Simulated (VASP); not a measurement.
Here is the system:

```yaml
crystal:
  lattice:
    - [4.70860, 0.00000, 0.00000]
    - [0.00000, 4.70860, 0.00000]
    - [0.00000, 0.00000, 4.70860]
  atoms:
    - { symbol: Si, position: [0.16242, 0.33758, 0.66242] }
    - { symbol: Si, position: [0.33758, 0.66242, 0.16242] }
    - { symbol: Si, position: [0.66242, 0.16242, 0.33758] }
    - { symbol: Si, position: [0.83758, 0.83758, 0.83758] }
    - { symbol: Ru, position: [0.87059, 0.62941, 0.37059] }
    - { symbol: Ru, position: [0.62941, 0.37059, 0.87059] }
    - { symbol: Ru, position: [0.37059, 0.87059, 0.62941] }
    - { symbol: Ru, position: [0.12941, 0.12941, 0.12941] }
```

Calculation: PBE GGA, VASP's PBE PAW potentials (set 64) (plane waves; VASP 6.6.1). Numerical set-up: 300 eV cut-off, 7×7×7 Γ-centred mesh, Gaussian smearing of 0.020 eV, potentials Si Ru_pv.

At this cut-off the stress carries a Pulay error, which pulls relaxed volumes low.

### Question
Estimate the energy per atom (σ→0), pressure, largest force.

### Answer

| Quantity | Result |
|---|---|
| energy per atom (σ→0) | -7.953 eV/atom |
| pressure | 3.79 GPa |
| largest force | 0.102 eV/Å |

The absolute energy has meaning only against runs of the same code, potentials and settings.

The structure comes from a computed database's SiRu entry; how it stands against other phases isn't given here. The cell was not relaxed at this level.
